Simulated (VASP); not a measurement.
```yaml
crystal:
  lattice:
    - [5.55138, 0.00000, 0.00000]
    - [0.00000, 5.55138, 0.00000]
    - [0.00000, 0.00000, 5.55138]
  atoms:
    - { symbol: Be, position: [0.01050, 0.98950, 0.98950] }
    - { symbol: Be, position: [0.48950, 0.51050, 0.98950] }
    - { symbol: Be, position: [0.48950, 0.98950, 0.51050] }
    - { symbol: Be, position: [0.01050, 0.51050, 0.51050] }
    - { symbol: Te, position: [0.25000, 0.25000, 0.25000] }
    - { symbol: Te, position: [0.75000, 0.75000, 0.25000] }
    - { symbol: Te, position: [0.75000, 0.25000, 0.75000] }
    - { symbol: Se, position: [0.25000, 0.75000, 0.75000] }
```

Method: PBE GGA, VASP's PBE PAW potentials (set 64) (plane waves; VASP). Settings: 400 eV cut-off, 4×4×4 Γ-centred mesh, Gaussian smearing of 0.050 eV, potentials Be Te Se.

Unless said otherwise, spin-orbit coupling is left out, though it shifts the bands of the heavy elements here.

Question: Estimate the energy per atom (σ→0), band gap (on the k-mesh) with the smallest direct gap where there is one.

Answer: 
* **band gap (on the k-mesh)**: 1.99 eV
* **smallest direct gap (on the k-mesh)**: 1.99 eV
* **energy per atom (σ→0)**: -3.939 eV/atom

The absolute energy has meaning only against runs of the same code, potentials and settings.

The structure was generated: Be4SeTe3 was put into an ordered model structure (P-43m), which need not be its known phase. It was relaxed first.
